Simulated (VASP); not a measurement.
# BaZrO3: structure and properties in VASP

Aim: relax BaZrO3 with PBE + D3(BJ), compute its properties on that cell and hold them against experiment. The steps: relaxing cell and atoms (PBE + D3(BJ)), second relaxation, density, ELF and potential (PBE + D3(BJ)), band structure (PBE + D3(BJ)), total and projected DOS (PBE + D3(BJ)), zone-centre phonons (PBE + D3(BJ)), field gradients at the nuclei (PBE + D3(BJ)), optical spectrum (PBE + D3(BJ)) and a single point (PBE + D3(BJ)), changed input. The start is a cell from a database of measured crystal structures.

Calculated with VASP 6.6.1; PBE with D3(BJ); plane waves and PAW (Ba_sv, Zr_sv, O).

**Measured values to reproduce.**

For BaZrO3, cubic perovskite (undoped submicron crystals from molten salt synthesis), “Excitation-Dependent Photoluminescence of BaZrO3:Eu3+ Crystals” (2022, pmc:9457899) gives, by XRD Rietveld refinement: lattice constant a (a, undoped) 4.1947 ± 0.0002 Å [submicron molten-salt powder; measurement temperature not stated].

Report form: the programs' logs are mostly left out.

## (1) The starting structure

Before any relaxation, the start is as follows. Symmetry: Pm-3m, No. 221, cubic system. The conventional cell has a = 4.191 Å, b = 4.191 Å, c = 4.191 Å, α = 90.00°, β = 90.00°, γ = 90.00°. Nearest to Ba lie 12 O at 2.96 Å. Nearest to Zr lie 6 O at 2.10 Å. O has 2 Zr at 2.10 Å and 4 Ba at 2.96 Å nearest. Farther neighbours and most contacts between anions are not listed.

Coordinates:

```xyz
5
Lattice="4.1913 0.0000 0.0000 0.0000 4.1913 0.0000 0.0000 0.0000 4.1913" Properties=species:S:1:pos:R:3 pbc="T T T"
Ba    0.0000    0.0000    0.0000
Zr    2.0957    2.0957    2.0957
O     0.0000    2.0957    2.0957
O     2.0957    0.0000    2.0957
O     2.0957    2.0957    0.0000
```

## (2) Relaxing cell and atoms (PBE + D3(BJ))

Properties are meant for the cell that this level of theory prefers, so cell and atoms are relaxed first (ISIF = 3) until forces and stress are small; EDIFFG sets the threshold. PBE, the usual starting point, adds the gradient of the density. A dispersion term adds the long-range attraction that semilocal functionals lack. D3 with Becke-Johnson damping keeps a finite attraction at short range.

INCAR reads:

```
SYSTEM = BaZrO3
PREC = Accurate
ENCUT = 520
EDIFF = 1E-06
NELM = 100
ISMEAR = 0
SIGMA = 0.05
LREAL = .FALSE.
ALGO = Normal
GGA = PE
IVDW = 12
NBANDS = 26
LASPH = .TRUE.
LORBIT = 11
LWAVE = .FALSE.
LCHARG = .FALSE.
KPAR = 4
IBRION = 2
NSW = 60
ISIF = 3
EDIFFG = -0.01
```

POSCAR reads:

```
BaZrO3
1.0
    4.1913400000      0.0000000000      0.0000000000
    0.0000000000      4.1913400000      0.0000000000
    0.0000000000      0.0000000000      4.1913400000
Ba Zr O
1 1 3
Direct
    0.0000000000      0.0000000000      0.0000000000
    0.5000000000      0.5000000000      0.5000000000
    0.0000000000      0.5000000000      0.5000000000
    0.5000000000      0.0000000000      0.5000000000
    0.5000000000      0.5000000000      0.0000000000
```

KPOINTS reads:

```
Automatic mesh
0
Gamma
5 5 5
0 0 0
```

PAW data sets: Ba_sv, Zr_sv and O (PBE family, release 64).

Started as:

```sh
mpirun -np 4 vasp_std
```

The job ended after 40 s (4 MPI ranks of AMD EPYC 7R13 (Zen 3), shared host; peak memory 0.71 GiB; 2.6 min of CPU time).

The gap is read on the k-mesh alone, so it is an upper bound where the band edges lie off the mesh. Harder data sets than Ba_sv exist (the GW ones), and pressures, volumes and forces can shift noticeably with them. The run keeps the 48 symmetry operations of its start, so it cannot find a distortion of lower symmetry.

Step by step:

```tsv
step	energy less that of the first step (eV)	largest force (eV/Å)	pressure (GPa)	volume (Å³)
1	0.0000	0.0000	2.37	73.63
2	0.0019	0.0000	-2.51	75.97
3	-0.0079	0.0000	0.00	74.73
```

```tsv
conventional cell, symmetrised	before	after	change
a (Å)	4.191	4.212	+0.5 %
b (Å)	4.191	4.212	+0.5 %
c (Å)	4.191	4.212	+0.5 %
volume (Å³/atom)	14.73	14.95	+1.5 %
```

Final coordinates:

```xyz
5
Lattice="4.2120 0.0000 0.0000 0.0000 4.2120 0.0000 0.0000 0.0000 4.2120" Properties=species:S:1:pos:R:3 pbc="T T T"
Ba    0.0000    0.0000    0.0000
Zr    2.1060    2.1060    2.1060
O     0.0000    2.1060    2.1060
O     2.1060    0.0000    2.1060
O     2.1060    2.1060    0.0000
```

A gap read on the k-mesh alone can miss the band edges.

Numbers from this step:

| Property | Result |
| --- | --- |
| electrons | 40 |
| bands | 26 |
| irreducible k points | 10 |
| symmetry operations | 48 |
| free energy (TOTEN) | -42.92 eV |
| Fermi energy | 3.866 eV |
| pressure | -2.60e-5 GPa |
| metallic | no |
| valence top at k | 0.4, 0.4, 0.4 |
| conduction bottom at k | 0, 0, 0 |
| least direct gap at k | 0, 0, 0 |
| SCF cycles over all ionic steps | 32 |
| gap on the k-mesh | 3.258 eV |
| least direct gap on the k-mesh | 3.396 eV |

It ends with forces that vanish by symmetry and a pressure of 0.00 GPa. The volume lies +1.5 % from that of the database's start.

## (3) Second relaxation

A relaxation keeps the plane waves of the cell it began with, so it is repeated from the new cell, on a basis made for it.

INCAR is that of step 2.

Edit POSCAR of step 2 so:

```diff
@@ -2,5 +2,5 @@
 1.0
-    4.1913400000      0.0000000000      0.0000000000
-    0.0000000000      4.1913400000      0.0000000000
-    0.0000000000      0.0000000000      4.1913400000
+    4.2120241836      0.0000000000      0.0000000000
+    0.0000000000      4.2120241836      0.0000000000
+    0.0000000000      0.0000000000      4.2120241836
 Ba Zr O
```

KPOINTS is that of step 2.

Started as:

```sh
mpirun -np 4 vasp_std
```

Run time: 17 s. Hardware: 4 MPI ranks; peak memory 0.68 GiB; 65 s of CPU time.

Little changed from the start: no atom moved by 0.005 Å and no cell edge by 0.1 %.

Numbers from this step:

```
Fermi energy                    : 3.864 eV
pressure                        : -0.005 GPa
SCF cycles over all ionic steps : 14
```

It ends with forces that vanish by symmetry and a pressure of -0.01 GPa. The volume moved by under 0.01 %: the run met its threshold at the first step.

## (4) Density, ELF and potential (PBE + D3(BJ))

The relaxed cell gets a fresh self-consistent run, on a basis set for its own volume, to fix the density and to check the remaining stress.

Edit INCAR of step 3 so:

```diff
@@ -15,7 +15,5 @@
 LWAVE = .FALSE.
-LCHARG = .FALSE.
-KPAR = 4
-IBRION = 2
-NSW = 60
-ISIF = 3
-EDIFFG = -0.01
+LCHARG = .TRUE.
+ISIF = 2
+LELF = .TRUE.
+LVHAR = .TRUE.
```

POSCAR is that of step 3.

KPOINTS is that of step 3.

Started as:

```sh
mpirun -np 4 vasp_std
```

The job ended after 16 s (4 MPI ranks; peak memory 0.45 GiB).

Numbers from this step:

| Item | Value |
| --- | --- |
| electronic steps | 14 |
| bands | 28 |
| Fermi energy | 3.865 eV |
| pressure | -0.009941 GPa |
| gap on the k-mesh | 3.257 eV |

Valence electrons inside each PAW sphere by angular momentum. Sphere charges, by row:

```tsv
atom	s (e)	p (e)	d (e)	tot (e)
Ba1	2.001	5.633	0.263	7.897
Zr2	2.196	6.082	1.411	9.689
O3	1.561	3.48	0	5.041
O4	1.561	3.48	0	5.041
O5	1.561	3.48	0	5.041
```

Valence density in the ac plane at fractional y = 0.500, with atoms of Zr and O within 0.2 Å of it. It is the smooth field of the valence electrons, not physical close to the nuclei.

Ten even steps from '_' (0.0 e/Å³) to '@' (7.5 e/Å³), each cell a mean:
```
__________::**%%++..________
__________..::--::__________
______________..____________
______________..____________
....______..::--::________..
**==..__..--++**==::____::++
@@**::__..==**##**--....--%%
%%++..__..--****++::____::**
--::______::--==--..____..::
____________......__________
____________________________
____________..::..__________
__________::++**==..________
__________--%%@@**..________
```
Columns run along a (4.2 Å), rows up along c (4.2 Å). Atoms in or near the plane, at fractional coordinates: Zr at (0.50, 0.50), O at (0.00, 0.50), O at (0.50, 0.00).

ELF in the ac plane at fractional y = 0.500, with atoms of Zr and O within 0.2 Å of it. It is the smooth field of the valence electrons, not physical close to the nuclei.

Ten even steps from '_' (0.01) to '@' (0.81), each cell a mean:
```
______==%%@@%%##@@@@##::____
______::**@@@@@@@@%%++..____
--::....::==++++++==..__..::
##**--..__::------..__..++##
@@@@##::::**%%%%%%==..==%%@@
%%@@@@--==@@@@@@@@%%--++@@@@
++%%@@==++@@@@%%@@%%--++@@##
##@@@@--==@@@@@@@@%%--++@@%%
@@@@%%::::##@@@@@@**::==@@@@
%%%%++..__::==++==::__::**%%
++==..__..::--==--::....::==
..____..++%%@@@@@@##--..____
______==%%@@@@%%@@@@**::____
____..++%%@@##++%%@@##--____
```
Columns run along a (4.2 Å), rows up along c (4.2 Å). Atoms in or near the plane, at fractional coordinates: Zr at (0.50, 0.50), O at (0.00, 0.50), O at (0.50, 0.00).

Electrostatic potential energy in the ac plane at fractional y = 0.500, with atoms of Zr and O within 0.2 Å of it. With pseudopotentials it is smooth inside the atoms' cores, unlike the true potential.

Values in eV, 14 rows by 14 columns, each cell a mean:
```
  4   4   4   5   3 -17 -45 -49 -39  -4   4   5   4   4
  4   4   4   4   3  -3 -18 -26 -13   1   4   5   4   4
  5   5   4   3   2   0  -3  -4  -2   1   3   4   5   5
  4   4   4   2  -2 -10 -18 -21 -16  -6   0   3   4   4
 -9  -2   2  -1 -11 -31 -44 -48 -41 -23  -6   1   1  -4
-46 -31  -4  -5 -24 -49 -61 -63 -59 -41 -16  -2 -13 -39
-46 -46 -12  -7 -30 -56 -64 -64 -63 -48 -21  -4 -26 -49
-49 -39  -7  -6 -27 -52 -63 -64 -61 -44 -18  -3 -18 -45
-24 -12   0  -2 -16 -39 -52 -56 -49 -31 -10   0  -3 -17
  3   3   3   1  -4 -16 -27 -30 -24 -11  -2   2   3   3
  5   5   4   3   1  -2  -6  -7  -5  -1   2   3   4   5
  4   4   4   4   3   0  -7 -12  -4   2   4   4   4   4
  4   4   4   5   3 -12 -39 -46 -31  -2   4   5   4   4
  3   4   4   5   3 -24 -49 -46 -46  -9   4   5   4   4
```
Columns run along a (4.2 Å; values clipped at the 3rd and 97th percentile), rows up along c (4.2 Å). Atoms in or near the plane, at fractional coordinates: Zr at (0.50, 0.50), O at (0.00, 0.50), O at (0.50, 0.00).

In this run the pressure is -0.01 GPa, small enough to go on.

## (5) Band structure (PBE + D3(BJ))

The mesh alone shows little of the dispersion and can miss band extrema, so KPOINTS_OPT adds a path through the symmetry points after the self-consistent cycle.

INCAR reads:

```
SYSTEM = BaZrO3
PREC = Accurate
ENCUT = 520
EDIFF = 1E-06
NELM = 100
ISMEAR = 0
SIGMA = 0.05
LREAL = .FALSE.
ALGO = Normal
GGA = PE
IVDW = 12
NBANDS = 35
LASPH = .TRUE.
LORBIT = 11
LWAVE = .FALSE.
LCHARG = .FALSE.
KPAR = 4
```

POSCAR is that of step 4.

KPOINTS is that of step 4.

KPOINTS_OPT reads:

```
Line mode
16
Line-mode
Reciprocal
  0.00000000   0.00000000   0.00000000 GAMMA
  0.00000000   0.50000000   0.00000000 X

  0.00000000   0.50000000   0.00000000 X
  0.50000000   0.50000000   0.00000000 M

  0.50000000   0.50000000   0.00000000 M
  0.00000000   0.00000000   0.00000000 GAMMA

  0.00000000   0.00000000   0.00000000 GAMMA
  0.50000000   0.50000000   0.50000000 R

  0.50000000   0.50000000   0.50000000 R
  0.00000000   0.50000000   0.00000000 X

  0.50000000   0.50000000   0.00000000 M
  0.50000000   0.50000000   0.50000000 R
```

Started as:

```sh
mpirun -np 4 vasp_std
```

The job ended after 85 s (4 MPI ranks; peak memory 0.77 GiB; 5.5 min of CPU time).

This step gave:

- bands: 35
- Fermi energy: 3.899 eV
- pressure: -0.002471 GPa
- least gap on mesh and path: 3.156 eV
- least direct gap on mesh and path: 3.396 eV
- valence top at k: 0.5, 0.5, 0.5

Electronic bands along the path, in eV, zero at the valence-band top; v1 is the highest filled band, c1 the lowest empty one:

```tsv
point	v4	v3	v2	v1	c1	c2	c3	c4
Γ	-0.96	-0.24	-0.24	-0.24	3.16	3.16	3.16	4.64
0.53 of the way	-1.37	-1.34	-0.40	-0.40	3.37	4.45	4.45	5.57
X	-1.71	-1.64	-0.47	-0.47	3.59	5.61	5.61	6.38
0.53 of the way	-1.26	-1.10	-0.72	-0.40	4.71	5.59	5.84	6.99
M	-0.93	-0.93	-0.82	-0.08	5.58	5.58	6.37	6.41
0.53 of the way	-1.35	-0.97	-0.57	-0.56	4.30	4.35	4.62	6.17
Γ	-0.96	-0.24	-0.24	-0.24	3.16	3.16	3.16	4.64
0.53 of the way	-2.20	-0.68	-0.68	-0.46	5.08	5.08	5.36	6.99
R	-2.53	0.00	0.00	0.00	5.92	5.92	5.92	6.87
0.53 of the way	-1.87	-0.87	-0.61	-0.49	5.07	5.77	5.92	7.26
X	-1.71	-1.64	-0.47	-0.47	3.59	5.61	5.61	6.38
jump to M	-0.93	-0.93	-0.82	-0.08	5.58	5.58	6.37	6.41
0.47 of the way	-2.19	-0.53	-0.53	-0.04	5.88	5.88	6.24	6.65
R	-2.53	0.00	0.00	0.00	5.92	5.92	5.92	6.87
```

The largest weight of each band there:

```tsv
point	v4	v3	v2	v1	c1	c2	c3	c4
Γ	O 1.00	O 0.96	O 0.96	O 0.96	Zr 0.88	Zr 0.88	Zr 0.88	Ba 0.93
X	O 0.78	O 0.89	O 0.94	O 0.94	Zr 1.00	Zr 0.78	Zr 0.78	Ba 0.69
M	O 0.92	O 0.92	O 0.90	O 0.98	Zr 0.71	Zr 0.71	Zr 0.67	Ba 0.66
Γ	O 1.00	O 0.96	O 0.96	O 0.96	Zr 0.88	Zr 0.88	Zr 0.88	Ba 0.93
R	O 0.66	O 1.00	O 1.00	O 1.00	Ba 0.88	Ba 0.88	Ba 0.88	Zr 0.79
X	O 0.78	O 0.89	O 0.94	O 0.94	Zr 1.00	Zr 0.78	Zr 0.78	Ba 0.69
```

The path lowers the gap by 0.10 eV against the mesh alone, so a band edge lies off the mesh.

On this path the gap is indirect, 3.16 eV, with the valence top at R and the conduction bottom at Γ. The least direct gap is 3.40 eV.

## (6) Total and projected DOS (PBE + D3(BJ))

A density of states needs more k-points than a total energy; ISMEAR = -5 takes tetrahedra, and LORBIT projects the states on the PAW spheres. The mesh is finer than in the run before.

Edit INCAR of step 5 so:

```diff
@@ -5,3 +5,3 @@
 NELM = 100
-ISMEAR = 0
+ISMEAR = -5
 SIGMA = 0.05
@@ -17 +17,2 @@
 KPAR = 4
+NEDOS = 2001
```

POSCAR is that of step 5.

KPOINTS reads:

```
Automatic mesh
0
Gamma
7 7 7
0 0 0
```

Started as:

```sh
mpirun -np 4 vasp_std
```

Wall time 31 s (4 MPI ranks); peak memory 0.76 GiB; 2 min of CPU time.

Numbers from this step:

- irreducible k points: 20
- Fermi energy: 3.648 eV
- pressure: -0.007544 GPa
- valence top at k: 0.4286, 0.4286, 0.4286
- gap on the k-mesh: 3.211 eV
- least direct gap on the k-mesh: 3.398 eV

The density of states has structure finer than the step of the table below, so its rows give means over 1 eV, whole bins alone (the curve runs from -12.0 to 7.29 eV). Peaks (eV: height): total -10.5: 18.2, -3.5: 9.62, -2.2: 7.92, -0.8: 11.0; O p -3.5: 5.04, -2.2: 3.97, -1.3: 3.54, -0.8: 7.26; Zr d -3.5: 2.19, 5.6: 3.35; Ba d 5.9: 0.858, 7.0: 1.70; Ba p -10.5: 16.1.

States under -12.0 eV and over 7.3 eV are left out. Table of density of states by energy, zero at the valence-band top; means over each step; 7 of 8 lines; values in states/eV/cell:

```tsv
energy (eV)	total	O p	Zr d	Ba d	Ba p	Zr s	O s
-11	2.20	0.0225	0.00487	4.8e-4	1.91	5.4e-5	0.0343
-10	3.80	0.0193	0.00464	3.8e-4	3.40	2.8e-4	0.0714
-9	0	0	0	0	0	0	0
-8	0	0	0	0	0	0	0
-7	0	0	0	0	0	0	0
-6	0	0	0	0	0	0	0
-5	0	0	0	0	0	0	0
-4	0.523	0.274	0.119	0.00181	7.5e-4	0.0170	5.3e-4
-3	3.96	2.00	0.585	0.0364	0.0411	0.0981	0.00938
-2	5.80	3.03	0.453	0.129	0.138	0.0344	0.00831
-1	5.68	3.65	0.0982	0.0693	0.0660	0.0224	0.0156
0	2.02	1.41	0.0123	0.0179	0.0114	1.7e-4	0.00174
1	0	0	0	0	0	0	0
2	0	0	0	0	0	0	0
3	0.0424	9.3e-4	0.0261	0.00287	0	0	2.5e-6
4	1.10	0.0725	0.678	0.0538	6.4e-4	5.4e-5	0.00117
5	2.53	0.302	1.37	0.217	0.00392	2.1e-4	0.0115
6	3.26	0.375	1.22	0.673	0.00821	0.00202	0.0458
```

The gap on this mesh is 3.21 eV, over the 3.16 eV of the band run, since this mesh misses a band edge. In the top eV of the valence band the largest shares in the PAW spheres are O p 67 %. The rest lies in smaller channels or between the spheres.

## (7) Zone-centre phonons (PBE + D3(BJ))

Zone-centre modes test whether the atoms sit at a minimum within this cell. IBRION = 6 takes the force constants from differences of forces between displaced cells, so the forces must be tight.

INCAR reads:

```
SYSTEM = BaZrO3
PREC = Accurate
ENCUT = 520
EDIFF = 1E-08
NELM = 100
ISMEAR = 0
SIGMA = 0.05
LREAL = .FALSE.
ALGO = Normal
GGA = PE
IVDW = 12
NBANDS = 26
LASPH = .TRUE.
LORBIT = 11
LWAVE = .FALSE.
LCHARG = .FALSE.
KPAR = 4
IBRION = 6
NFREE = 2
POTIM = 0.015
ISIF = 2
NSW = 1
```

POSCAR is that of step 6.

KPOINTS reads:

```
Automatic mesh
0
Gamma
5 5 5
0 0 0
```

Started as:

```sh
mpirun -np 4 vasp_std
```

Elapsed: 1.8 min, on 4 MPI ranks; peak memory 0.9 GiB.

The last energy, forces, stress and levels in OUTCAR belong to the last displaced cell, not to the cell of POSCAR.

Numbers from this step:

| Item | Value |
| --- | --- |
| bands | 26 |
| irreducible k points | 10 |
| pressure of the cell | -0.003391 GPa |
| largest force of the cell | 0 eV/Å |

Transverse limit, no LO-TO splitting. The modes at Γ (shares of kinetic energy by element, %):

```tsv
mode	frequency (cm⁻¹)	symmetry	Ba %	Zr %	O %
1	-0.2	acoustic	50	33	17
2	-0.2	acoustic	50	33	17
3	-0.2	acoustic	50	33	17
4	104.7	T1u	44	11	45
5	104.7	T1u	44	11	45
6	104.7	T1u	44	11	45
7	186.4	T1u	6	55	39
8	186.4	T1u	6	55	39
9	186.4	T1u	6	55	39
10	190.0	T2u	0	0	100
11	190.0	T2u	0	0	100
12	190.0	T2u	0	0	100
13	489.1	T1u	0	1	99
14	489.1	T1u	0	1	99
15	489.1	T1u	0	1	99
```

Displacements in mode 5 (104.7 cm⁻¹), the largest set to 1:
```
Ba1 -0.02  0.01 -0.53
Zr2  0.01 -0.01  0.33
O3   0.03 -0.02  1.00
O4   0.05 -0.01  1.00
O5   0.05 -0.02  0.67
```

Displacements in mode 7 (186.4 cm⁻¹), the largest set to 1:
```
Ba1  0.11 -0.20  0.00
Zr2 -0.41  0.73  0.00
O3   0.24 -1.00  0.01
O4   0.56 -0.44  0.01
O5   0.56 -1.00  0.00
```

The three acoustic modes lie within 0.2 cm⁻¹ of zero, and all others are real. By the characters of their eigenvectors the optical modes sort into (cm⁻¹) infrared active: T1u 105, T1u 186, T1u 489; silent: T2u 190.

## (8) Field gradients at the nuclei (PBE + D3(BJ))

Field gradients probe how far the charge around each nucleus departs from cubic symmetry; LASPH keeps the non-spherical terms inside the spheres.

Edit INCAR of step 7 so:

```diff
@@ -3,3 +3,3 @@
 ENCUT = 520
-EDIFF = 1E-08
+EDIFF = 1E-07
 NELM = 100
@@ -17,6 +17,2 @@
 KPAR = 4
-IBRION = 6
-NFREE = 2
-POTIM = 0.015
-ISIF = 2
-NSW = 1
+LEFG = .TRUE.
```

POSCAR is that of step 7.

KPOINTS is that of step 7.

Started as:

```sh
mpirun -np 4 vasp_std
```

Elapsed: 7.8 s, on 4 MPI ranks; peak memory 0.69 GiB; 29 s of CPU time.

Numbers from this step:

| Item | Value |
| --- | --- |
| electronic steps | 15 |
| Fermi energy | 3.864 eV |
| pressure | -0.004072 GPa |
| valence top at k | 0.4, 0.4, 0.4 |
| gap on the k-mesh | 3.258 eV |
| least direct gap on the k-mesh | 3.396 eV |

Electric field gradients, by row:

```tsv
atom	Vxx (V/Å²)	Vyy (V/Å²)	Vzz (V/Å²)	asymmetry
Ba1	0	0	0	-
Zr2	0	0	0	-
O3	6.542	6.542	-13.08	0
O4	6.542	6.542	-13.08	0
O5	6.542	6.542	-13.08	0
```

The largest gradient, -13.08 V/Å², sits on O3 and like sites; times the quadrupole moment of a nucleus that has one, it gives the coupling that NMR and NQR see.

(Continued in part 2 of 2.)

[Lines on the potential files, build, host, timing and source positions are cut from VASP's logs without a mark.]

[Logs are printed without paths, hosts, clocks, repeated set-up lines and the standing remarks that a program may print on its own settings, such as how far it seeks lower states.]

[Hosts, paths, dates, database ids (printed as entryN), source tags and the programs' standing remarks are cut or masked in the printed files.]

[Measured values are set beside computed ones only where the two were judged alike; some that the calculation misses by far are left out.]

[In band tables of VASP the shares of atoms and orbitals are scaled to a sum of 1 inside the atoms' spheres.]
